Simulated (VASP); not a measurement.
These are r2SCAN+rVV10, VASP's PBE PAW potentials (set 64) (plane waves; VASP) values and carry that method's errors.

Input for VASP

### KPOINTS
```
Automatic mesh
0
G
5 5 7
0 0 0
```

### POSCAR
```
SnO2
1
    4.7032432458     0.0000000000     0.0000000000
    0.0000000000     4.7032432458     0.0000000000
    0.0000000000     0.0000000000     3.1739586265
Sn O
2 4
Direct
  0.0000000000   0.0000000000   0.0000000000
  0.5000000000   0.5000000000   0.5000000000
  0.3056820039   0.3056820039   0.0000000000
  0.8056820039   0.1943179961   0.5000000000
  0.1943179961   0.8056820039   0.5000000000
  0.6943179961   0.6943179961   1.0000000000
```

### INCAR
```
ALGO = Normal
BPARAM = 11.95
CPARAM = 0.0093
EDIFF = 1E-7
EDIFFG = -0.01
ENCUT = 520
IBRION = 2
ISIF = 4
ISMEAR = 0
LASPH = .True.
LCHARG = .False.
LMAXMIX = 4
LMIXTAU = .True.
LREAL = .False.
LUSE_VDW = .True.
LWAVE = .False.
METAGGA = R2SCAN
NELM = 100
NSW = 30
PREC = Accurate
SIGMA = 0.05
SYSTEM = SnO2
```

POTCAR, in this order: Sn_d O (PBE.64 set). Program: vasp_std.

Unless said otherwise, spin-orbit coupling is left out, though it shifts the bands of the heavy elements here.

Task: Predict the energy per atom (σ→0), band gap (on the k-mesh).

Result: 
```
Item                                Value
------------------------  ---------------
energy per atom (σ→0)     -13.872 eV/atom
band gap (on the k-mesh)          2.13 eV
```

OSZICAR:
```
...
DAV:   1    -0.832314040658E+02   -0.23990E-03   -0.31368E-02  1488   0.126E+00    0.934E-02
DAV:   2    -0.832313246344E+02    0.79431E-04   -0.69868E-04  2005   0.264E-01    0.561E-02
DAV:   3    -0.832312620405E+02    0.62594E-04   -0.74803E-05  2116   0.121E-01    0.109E-02
DAV:   4    -0.832312627985E+02   -0.75795E-06   -0.48227E-05  1668   0.691E-02    0.277E-03
DAV:   5    -0.832312791765E+02   -0.16378E-04   -0.14510E-05  1523   0.365E-02    0.243E-03
DAV:   6    -0.832312801923E+02   -0.10158E-05   -0.13005E-06  1656   0.946E-03    0.855E-04
DAV:   7    -0.832312802826E+02   -0.90249E-07   -0.22355E-07  1075   0.417E-03
   4 F= -.83231280E+02 E0= -.83231280E+02  d E =-.116112E-03
```

The compound is SnO2 in the rutile structure. This cell is one point of a volume scan, at 0.97 of the reference volume. Symmetry was kept, so distortions that lower it aren't found.
